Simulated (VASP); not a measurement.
Data:

```
CELL_PARAMETERS angstrom
      3.49666     0.00000     0.00000
     -1.74833     3.02820     0.00000
      0.00000     0.00000    23.46310
ATOMIC_POSITIONS crystal
  Te 0.33333 0.66667 0.22581
  Te 0.66667 0.33333 0.77419
  Te 0.66667 0.33333 0.92884
  Te 0.33333 0.66667 0.07116
  W  0.33333 0.66667 0.85141
  W  0.66667 0.33333 0.14859
```

Calculation: PBEsol GGA with spin-orbit coupling, VASP's PBE PAW potentials (set 64) (plane waves; VASP). Run with 400 eV cut-off, 7×7×1 Γ-centred mesh, Gaussian smearing of 0.050 eV, potentials Te W_sv.

The cell holds a wide vacuum, so values per volume refer to the whole cell.

Q: Predict the energy per atom (σ→0), band gap (over mesh and band path) with the smallest direct gap where there is one.

A: 
| Item | Result |
|---|---|
| band gap (over mesh and band path) | 0.88 eV |
| smallest direct gap (over mesh and band path) | 0.88 eV |
| energy per atom (σ→0) | -7.359 eV/atom |

Total energies compare only between runs with the same potentials, cut-off and functional.

The cell is a sheet with vacuum, built from a database entry that may be metastable or hypothetical.
